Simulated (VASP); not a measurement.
VASP input:

**INCAR**
```
SYSTEM = ZnS
PREC = Accurate; ENCUT = 500; LREAL = F
LASPH = T
EDIFF = 1E-6; NELM = 100; ALGO = Normal
LMAXMIX = 4
ISMEAR = 0; SIGMA = 0.05
GGA = PE
IBRION = 2; NSW = 40; ISIF = 3
EDIFFG = -0.02
LWAVE = F; LCHARG = F
```

File POSCAR:
```
ZnS
1
    1.9224926603    -3.3298549215     0.0000000000
    1.9224926603     3.3298549215     0.0000000000
    0.0000000000     0.0000000000     6.2991473197
Zn S
2 2
Direct
  0.6666670000   0.3333330000   0.5001177716
  0.3333330000   0.6666670000   0.0001177716
  0.6666670000   0.3333330000   0.8748822284
  0.3333330000   0.6666670000   0.3748822284
```

**KPOINTS**
```
Automatic
0
Gamma
  7 7 4
0 0 0
```

POTCAR, in this order: Zn S (PBE.64 set). Program: vasp_std.

Task: Translate this PBE calculation to Quantum ESPRESSO's pw.x.

Result: One equivalent input (not run):
```
&CONTROL
  calculation = 'vc-relax'
  pseudo_dir = './pseudo'
  outdir = './out'
  tprnfor = .true.
  tstress = .true.
  nstep = 40
  forc_conv_thr = 0.00078
/
&SYSTEM
  ibrav = 0
  nat = 4
  ntyp = 2
  ecutwfc = 84
  occupations = 'smearing'
  smearing = 'gaussian'
  degauss = 0.003675
  input_dft = 'pbe'
/
&ELECTRONS
  conv_thr = 7.3e-08
  electron_maxstep = 100
/
&IONS
/
&CELL
/
ATOMIC_SPECIES
  Zn 65.380 Zn.upf
  S 32.060 S.upf
CELL_PARAMETERS angstrom
     1.9224927   -3.3298549    0.0000000
     1.9224927    3.3298549    0.0000000
     0.0000000    0.0000000    6.2991473
ATOMIC_POSITIONS crystal
  Zn   0.6666670  0.3333330  0.5001178
  Zn   0.3333330  0.6666670  0.0001178
  S    0.6666670  0.3333330  0.8748822
  S    0.3333330  0.6666670  0.3748822
K_POINTS automatic
  7 7 4 0 0 0
```
What does not carry over: the potentials are each code's own (VASP's PAW set, PseudoDojo norm-conserving files in pw.x), so ENCUT and ecutwfc are chosen apart and not converted; conv_thr bounds pw.x's estimated SCF error, while EDIFF bounds the energy change between steps; forc_conv_thr acts on force components and is met together with etot_conv_thr.

The compound is ZnS in the wurtzite structure, the high-temperature form. This run relaxes it. Symmetry was kept, so distortions that lower it aren't found.
